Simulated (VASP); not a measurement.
Energy against volume of Re (hcp). Method: optB88-vdW, VASP's PBE PAW potentials (set 64) (plane waves; VASP). Numerical set-up: 520 eV cut-off, 15×15×8 Γ-centred mesh, first-order Methfessel-Paxton smearing of 0.10 eV, potentials Re.

Shape and ions are relaxed at each volume.

```
V (Å³/atom)  E (eV/atom)
-----------  -----------
14.122          -9.67354
14.573          -9.72747
15.023          -9.74458
15.474          -9.73049
```

Task: Fit these four points and predict the energy of the run at 15.925 Å³/atom.

Result: A cubic in V^(−2/3), the third-order Birch-Murnaghan form, passes through the four points with V0 = 15.03 Å³/atom and B0 = 368 GPa, and gives -9.6898 eV/atom there. The run gave -9.6900 eV/atom, -0.2 meV/atom from the fit; all five points give B0 = 367 GPa.

The compound is Re in the hcp structure. It was relaxed first.
